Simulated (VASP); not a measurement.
Data:

```
LiCl
1.0
    0.00000     2.59493     2.59493
    2.59493     0.00000     2.59493
    2.59493     2.59493     0.00000
Li Cl
1 1
Direct
  0.00000   0.00000   0.00000
  0.50000   0.50000   0.50000
```

Level of theory: PBE GGA, VASP's PBE PAW potentials (set 64) (plane waves; VASP). Run with 400 eV cut-off, 7×7×7 Γ-centred mesh, Fermi-Dirac smearing of 0.010 eV, potentials Li_sv Cl.

At this cut-off the stress carries a Pulay error, which pulls relaxed volumes low.

Give the stress tensor in GPa (positive for a compressed cell).

```
-1.68   0.00   0.00
 0.00  -1.68   0.00
 0.00   0.00  -1.68
```
The pressure is its mean diagonal, -1.68 GPa.

The structure is a typed LiCl crystal (Fm-3m). The cell was not relaxed at this level.
